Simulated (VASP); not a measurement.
# Si2Sb2Te (Cmc2_1) in VASP: single point with r2SCAN

Aim: the single point of Si2Sb2Te with r2SCAN.

Everything below comes from runs of VASP 6.6.1. Logs are shortened: lines on timing, memory, paths and dates and some standing lists are left out, and cuts for length are marked.

## 1. Starting point

The structure is orthorhombic, space group Cmc2_1 (No. 36). Conventional cell: a = 12.306 Å, b = 7.231 Å, c = 6.866 Å, α = 90.00°, β = 90.00°, γ = 90.00°. Si (site symmetry 1) is surrounded by 1 Te at 2.58 Å and 3 Sb at 2.63 to 2.66 Å. Sb (site symmetry 1) is surrounded by 3 Si at 2.63 to 2.66 Å. Around Te (site symmetry m) lie 2 Si at 2.58 Å.

The cell was built by a generator and needn't be a form met in nature.

## 2. Single point, r2SCAN

INCAR

```
PREC = Accurate
ENCUT = 520
EDIFF = 1E-6
ISMEAR = 0
SIGMA = 0.1
LREAL = F
LASPH = T
NELM = 150
ALGO = Normal
ISIF = 2
LWAVE = F
LCHARG = F
METAGGA = R2SCAN
LMIXTAU = T
NBANDS = 35
KPAR = 4
```

KPOINTS

```
regular mesh
0
Gamma
  6 6 6
```

POSCAR

```
Si2Sb2Te
1.0
    6.1531500000     -3.6153500000      0.0000000000
    6.1531500000      3.6153500000      0.0000000000
    0.0000000000      0.0000000000      6.8662800000
Si Sb Te
4 4 2
Direct
    0.6815150000      0.9803850000      0.2126040000
    0.0196150000      0.3184850000      0.2126040000
    0.9803850000      0.6815150000      0.7126040000
    0.3184850000      0.0196150000      0.7126040000
    0.0472840000      0.6559830000      0.3301100000
    0.3440170000      0.9527160000      0.3301100000
    0.9527160000      0.3440170000      0.8301100000
    0.6559830000      0.0472840000      0.8301100000
    0.6876430000      0.3123570000      0.3527890000
    0.3123570000      0.6876430000      0.8527890000
```

Potentials or basis: VASP PAW PBE potentials, release 64 (Si, Sb, Te).

On the command line:

```bash
> cat potpaw_PBE.64/Si/POTCAR potpaw_PBE.64/Sb/POTCAR potpaw_PBE.64/Te/POTCAR > POTCAR
> mpirun -np 4 vasp_std > vasp.out
```

OUTCAR:

```text
PREC = Accurate
   ENCUT = 520
   EDIFF = 1E-6
   ISMEAR = 0
   LREAL = F
   LASPH = T
   NELM = 150
   ISIF = 2
   METAGGA = R2SCAN

 ion  position               nearest neighbor table
   1  0.682  0.980  0.213-   9 2.58   5 2.63   6 2.64   8 2.66
   2  0.020  0.318  0.213-   9 2.58   6 2.63   5 2.64   7 2.66
   3  0.980  0.682  0.713-  10 2.58   8 2.63   7 2.64   5 2.66
   4  0.318  0.020  0.713-  10 2.58   7 2.63   8 2.64   6 2.66
   5  0.047  0.656  0.330-   1 2.63   2 2.64   3 2.66   6 3.65
   6  0.344  0.953  0.330-   2 2.63   1 2.64   4 2.66   5 3.65
   7  0.953  0.344  0.830-   4 2.63   3 2.64   2 2.66   8 3.65
   8  0.656  0.047  0.830-   3 2.63   4 2.64   1 2.66   7 3.65
   9  0.688  0.312  0.353-   1 2.58   2 2.58
  10  0.312  0.688  0.853-   3 2.58   4 2.58

  LATTYP: Found a base centered orthorhombic cell.
 ALAT       =     7.2307000000
 B/A-ratio  =     1.7019514017
 C/A-ratio  =     0.9496010068

  Lattice vectors:

 A1 = (  -6.1531500000,  -3.6153500000,   0.0000000000)
 A2 = (   6.1531500000,  -3.6153500000,   0.0000000000)
 A3 = (   0.0000000000,   0.0000000000,   6.8662800000)

Analysis of symmetry for initial positions (statically):
=====================================================================
 Subroutine PRICEL returns:
 Original cell was already a primitive cell.

 Routine SETGRP: Setting up the symmetry group for a
 base centered orthorhombic supercell.

 Subroutine GETGRP returns: Found  4 space group operations
 (whereof  2 operations were pure point group operations)
 out of a pool of  8 trial point group operations.

The static configuration has the point symmetry C_1h.
 The point group associated with its full space group is C_2v.

Analysis of symmetry for dynamics (positions and initial velocities):
=====================================================================
 Subroutine PRICEL returns:
 Original cell was already a primitive cell.

 Routine SETGRP: Setting up the symmetry group for a
 base centered orthorhombic supercell.

 Subroutine GETGRP returns: Found  4 space group operations
 (whereof  2 operations were pure point group operations)
 out of a pool of  8 trial point group operations.

The dynamic configuration has the point symmetry C_1h.
 The point group associated with its full space group is C_2v.

 Subroutine INISYM returns: Found  4 space group operations
 (whereof  2 operations are pure point group operations),
 and found     1 'primitive' translations

----------------------------------------------------------------------------------------

                                     Primitive cell

  volume of cell :     305.4917

  direct lattice vectors                    reciprocal lattice vectors
     6.153150000 -3.615350000  0.000000000     0.081259192 -0.138299196  0.000000000
     6.153150000  3.615350000  0.000000000     0.081259192  0.138299196  0.000000000
     0.000000000  0.000000000  6.866280000     0.000000000  0.000000000  0.145639269

  length of vectors
     7.136666627  7.136666627  6.866280000     0.160404876  0.160404876  0.145639269

  position of ions in fractional coordinates (direct lattice)
     0.681515000  0.980385000  0.212604000
     0.019615000  0.318485000  0.212604000
     0.980385000  0.681515000  0.712604000
     0.318485000  0.019615000  0.712604000
     0.047284000  0.655983000  0.330110000
     0.344017000  0.952716000  0.330110000
     0.952716000  0.344017000  0.830110000
     0.655983000  0.047284000  0.830110000
     0.687643000  0.312357000  0.352789000
     0.312357000  0.687643000  0.852789000

  ion indices of the primitive-cell ions
   primitive index   ion index
                 1           1
                 2           2
                 3           3
                 4           4
                 5           5
                 6           6
                 7           7
                 8           8
                 9           9
                10          10

----------------------------------------------------------------------------------------

 KPOINTS: regular mesh

Automatic generation of k-mesh.
 Grid dimensions read from file:
 generate k-points for:    6    6    6

 Generating k-lattice:

  Cartesian coordinates                     Fractional coordinates (reciprocal lattice)
     0.013543199 -0.023049866  0.000000000     0.166666667  0.000000000  0.000000000
     0.013543199  0.023049866  0.000000000     0.000000000  0.166666667  0.000000000
     0.000000000  0.000000000  0.024273212     0.000000000  0.000000000  0.166666667

  Length of vectors
     0.026734146  0.026734146  0.024273212

  Shift w.r.t. Gamma in fractional coordinates (k-lattice)
     0.000000000  0.000000000  0.000000000

 Subroutine IBZKPT returns following result:
 ===========================================

 Found     52 irreducible k-points:

 Following reciprocal coordinates:
            Coordinates               Weight
  0.000000  0.000000  0.000000      1.000000
  0.166667  0.000000  0.000000      4.000000
  0.333333 -0.000000  0.000000      4.000000
  0.500000  0.000000  0.000000      2.000000
  0.166667  0.166667  0.000000      2.000000
  0.333333  0.166667  0.000000      4.000000
[... 16 lines left out ...]
  0.333333  0.333333  0.166667      4.000000
  0.500000  0.333333  0.166667      8.000000
 [... further k-points ...]
   k-points           NKPTS =     52   k-points in BZ     NKDIM =     52   number of bands    NBANDS=     35
   number of dos      NEDOS =    301   number of ions     NIONS =     10
   total plane-waves  NPLWV = 157464
   dimension x,y,z NGX =    54 NGY =   54 NGZ =   54
   dimension x,y,z NGXF=   108 NGYF=  108 NGZF=  108
   ions per type =               4   4   2
   NGX,Y,Z   is equivalent  to a cutoff of  12.58, 12.58, 13.07 a.u.
   NGXF,Y,Z  is equivalent  to a cutoff of  25.16, 25.16, 26.15 a.u.
 SYSTEM =  unknown system
   PREC   = accura    normal or accurate (medium, high low for compatibility)
   ISTART =      0    job   : 0-new  1-cont  2-samecut
   ICHARG =      2    charge: 1-file 2-atom 10-const
   ISPIN  =      1    spin polarized calculation?
   LNONCOLLINEAR =      F non collinear calculations
   LSORBIT =      F    spin-orbit coupling
   LASPH  =      T    aspherical Exc in radial PAW
   ENCUT  =  520.0 eV  38.22 Ry    6.18 a.u.  13.27 13.27 12.77*2*pi/ulx,y,z
   NELM   =    150;   NELMIN=  2; NELMDL= -5     # of ELM steps
   EDIFF  = 0.1E-05   stopping-criterion for ELM
   LREAL  =      F    real-space projection
   EDIFFG = 0.1E-04   stopping-criterion for IOM
   NSW    =      0    number of steps for IOM
   IBRION =     -1    ionic relax: 0-MD 1-quasi-New 2-CG
   NFREE  =      0    steps in history (QN), initial steepest desc. (CG)
   ISIF   =      2    stress and relaxation
   ISYM   =      2    0-nonsym 1-usesym 2-fastsym
   POTIM  = 0.5000    time-step for ionic-motion
   TEBEG  =    0.0;   TEEND  =   0.0 temperature during run
   PSTRESS=    0.0 pullay stress
   NELECT =      48.0000    total number of electrons
   NUPDOWN=      -1.0000    fix difference up-down
   EMIN   =  10.00;   EMAX   =-10.00  energy-range for DOS
   EFERMI =   0.00;   METHOD = LEGACY
   ISMEAR =     0;   SIGMA  =   0.10  broadening in eV -4-tet -1-fermi 0-gaus
   EFERMI_NEDOS =   21; number of points for ismear=-14 and -15
   IALGO  =     38    algorithm
   IMIX   =      4    mixing-type and parameters
     AMIX     =   0.40;   BMIX     =  1.00
     AMIX_MAG =   1.60;   BMIX_MAG =  1.00
  volume/ion in A,a.u.               =      30.55       206.16
  Fermi-wavevector in a.u.,A,eV,Ry     =   0.883396  1.669376 10.617832  0.780389
  Thomas-Fermi vector in A             =   2.004156
   LORBIT       =      0    0 simple, 1 ext, 2 COOP (PROOUT), +10 PAW based schemes
   METAGGA = R2SCAN    functional components
   LHFCALC =     F    Hartree Fock is set to
   AEXX    =    0.0000 exact exchange contribution
   IVDW    =     0    specifies the selected vdW correction
   LEPSILON=     F    determine dielectric tensor
   LRPA    =     F    only Hartree local field effects (RPA)
 non-spin polarized calculation
 Gauss-broadening in eV      SIGMA  =   0.10
  energy-cutoff  :      520.00
  volume of cell :      305.49
 maximum number of plane-waves:      8267
 NGX is ok and might be reduce to    54
   NGX = 27   NGY = 27   NGZ = 25

 number of electron      48.0000001 magnetization

 Free energy of the ion-electron system (eV)
  ---------------------------------------------------
  ext. energy  EPLUGINS =         0.00000000
  ---------------------------------------------------
  free energy    TOTEN  =      -187.40546822 eV

  energy without entropy =     -187.40491689  energy(sigma->0) =     -187.40519256

 E-fermi :   5.4121     XC(G=0):  -9.1730

 val. band max:        5.3563560246   @ k =   0.0000   0.0000   0.0000
 cond. band min:       5.5483611747   @ k =  -0.3333   0.3333   0.1667
 fundamental gap:      0.1920051501
 Fermi energy:         5.4120836431

 k-point     1 :       0.0000    0.0000    0.0000
  band No.  band energies     occupation
      1      -7.8408      2.00000
      2      -6.9055      2.00000
      3      -5.5562      2.00000
      4      -5.0466      2.00000
      5      -5.0056      2.00000
      6      -4.9996      2.00000
[... 27 lines left out ...]
     34       8.9793      0.00000
     35       9.1081      0.00000

 k-point     2 :       0.1667    0.0000    0.0000
  band No.  band energies     occupation
      1      -7.7695      2.00000
      2      -6.9197      2.00000
      3      -5.6795      2.00000
      4      -5.4273      2.00000
      5      -4.9714      2.00000
      6      -4.6134      2.00000
[... 27 lines left out ...]
     34       8.8021      0.00000
     35       9.2400      0.00000
[... 796 lines left out ...]
     34       8.5132      0.00000
     35       8.8155      0.00000

 k-point    24 :       0.5000    0.3333    0.1667
  band No.  band energies     occupation
      1      -7.2822      2.00000
      2      -6.9800      2.00000
      3      -6.5700      2.00000
      4      -5.3027      2.00000
      5      -5.0627      2.00000
      6      -4.7961      2.00000
[... 27 lines left out ...]
     34       8.7664      0.00000
     35       8.8942      0.00000

 [... further k-points ...]

------------------------ aborting loop because EDIFF is reached ----------------------------------------

  FORCE on cell =-STRESS in cart. coord.  units (eV):
  Direction    XX          YY          ZZ          XY          YZ          ZX
  --------------------------------------------------------------------------------------
  -------------------------------------------------------------------------------------
  Total       -2.1832245     -2.1366711     -1.8573472      0.0000000      0.0000000      0.0000000
  in kB      -11.4501090    -11.2059558     -9.7410176      0.0000000      0.0000000      0.0000000
  external PRESSURE =     -10.7990275 kB  Pullay stress =       0.0000000 kB

 VOLUME and BASIS-vectors are now :
 -----------------------------------------------------------------------------
  energy-cutoff  :      520.00
  volume of cell :      305.49
      direct lattice vectors                 reciprocal lattice vectors
     6.153150000 -3.615350000  0.000000000     0.081259192 -0.138299196  0.000000000
     6.153150000  3.615350000  0.000000000     0.081259192  0.138299196  0.000000000
     0.000000000  0.000000000  6.866280000     0.000000000  0.000000000  0.145639269

 POSITION                                       TOTAL-FORCE (eV/Angst)
 -----------------------------------------------------------------------------------
     10.22592      1.08052      1.45980         0.037393      0.026515      0.005985
      2.08038      1.08052      1.45980        -0.037393      0.026515      0.005985
     10.22592     -1.08052      4.89294         0.037393     -0.026515      0.005985
      2.08038     -1.08052      4.89294        -0.037393     -0.026515      0.005985
      4.32731      2.20066      2.26663        -0.199073      0.093491      0.056027
      7.97899      2.20066      2.26663         0.199073      0.093491      0.056027
      7.97899     -2.20066      5.69977         0.199073     -0.093491      0.056027
      4.32731     -2.20066      5.69977        -0.199073     -0.093491      0.056027
      6.15315     -1.35679      2.42235         0.000000     -0.133621     -0.124025
      6.15315      1.35679      5.85549         0.000000      0.133621     -0.124025
 -----------------------------------------------------------------------------------
    total drift:                                0.000000     -0.000000     -0.000383

  FREE ENERGIE OF THE ION-ELECTRON SYSTEM (eV)
  ---------------------------------------------------
  free  energy   TOTEN  =      -187.4054682204 eV

  energy  without entropy=     -187.4049168931  energy(sigma->0) =     -187.40519256
```

Run time: 9.6 min. Hardware: 4 MPI ranks of AMD EPYC 9R45 (Zen 5), shared host; peak memory 0.73 GiB.

What came out:

```yaml
Free_energy: -187.4055 eV
Pressure: -1.1 GPa
Largest_force: 0.227 eV/Å
Band_gap_on_the_k_mesh: 0.19 eV, indirect (least direct gap 0.76 eV)
```

Forces in eV/Å, atoms in the order of the input:
```
Si   0.037  0.027  0.006
Si  -0.037  0.027  0.006
Si   0.037 -0.027  0.006
Si  -0.037 -0.027  0.006
Sb  -0.199  0.093  0.056
Sb   0.199  0.093  0.056
Sb   0.199 -0.093  0.056
Sb  -0.199 -0.093  0.056
Te   0.000 -0.134 -0.124
Te   0.000  0.134 -0.124
```

Stress tensor (GPa, compression positive):
```
-1.15  0.00  0.00
 0.00 -1.12  0.00
 0.00  0.00 -0.97
```

Caveat: the PAW data sets were made with another functional, which shifts forces and pressure a little; spin-orbit coupling is left out, which moves the levels of the heavy elements. A k mesh can miss the band edges.
